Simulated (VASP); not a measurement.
**ZrB (relaxed from the zinc blende structure, space group F-43m): computed properties**

Method: PBEsol GGA, VASP's PBE PAW potentials (set 64) (plane waves; VASP).

```json
{
  "space_group": "F-43m (216)",
  "cell": "a = b = c = 5.238 Å, α = β = γ = 90.00°",
  "volume_per_atom": "17.97 Å³/atom",
  "band gap (over mesh and band path)": "none (metal, semimetal or under 0.01 eV)",
  "density": "4.72 g/cm³"
}
```

```cif
data_B4Zr4
_chemical_formula_sum 'Zr4 B4'
_space_group_name_H-M_alt 'F-43m'
_space_group_IT_number 216
_space_group_name_Hall 'F -4 2 3'
_cell_length_a 5.23830
_cell_length_b 5.23830
_cell_length_c 5.23830
_cell_angle_alpha 90.000
_cell_angle_beta 90.000
_cell_angle_gamma 90.000
loop_
_atom_site_label
_atom_site_type_symbol
_atom_site_symmetry_multiplicity
_atom_site_Wyckoff_symbol
_atom_site_fract_x
_atom_site_fract_y
_atom_site_fract_z
_atom_site_occupancy
Zr1 Zr 4 a 0.00000 0.00000 0.00000 1
B1 B 4 d 0.75000 0.75000 0.75000 1
```
(The calculation used a cell of 2 atoms; values per cell refer to that cell.)

The structure was generated: ZrB was put into the zinc blende type (F-43m), which need not be its known phase. It was relaxed first, which changed the volume by -33 %. Symmetry was kept, so distortions that lower it aren't found. The electron count is odd and the run is not spin-polarised, which forces a metal.
